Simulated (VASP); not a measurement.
Consider the following.

```yaml
crystal:
  lattice:
    - [1.74775, -3.02719, 0.00000]
    - [1.74775, 3.02719, 0.00000]
    - [0.00000, 0.00000, 13.68540]
  atoms:
    - { symbol: Te, position: [0.33333, 0.66667, 0.88288] }
    - { symbol: Te, position: [0.66667, 0.33333, 0.38288] }
    - { symbol: Te, position: [0.66667, 0.33333, 0.11712] }
    - { symbol: Te, position: [0.33333, 0.66667, 0.61712] }
    - { symbol: Mo, position: [0.33333, 0.66667, 0.25000] }
    - { symbol: Mo, position: [0.66667, 0.33333, 0.75000] }
```

Computed with PBE GGA with D3 dispersion (Becke-Johnson damping), VASP's PBE PAW potentials (set 64) (plane waves; VASP). Run with 520 eV cut-off, 8×8×2 Γ-centred mesh, tetrahedra with Blöchl corrections, potentials Te Mo_sv.

Task: Predict the energy per atom (σ→0).

Result: 
```
Property                        Value
---------------------  --------------
energy per atom (σ→0)  -6.538 eV/atom
```

Only differences to runs with the same potentials and settings are physical.

The compound is MoTe2 in the 2H layered structure. It was relaxed first.
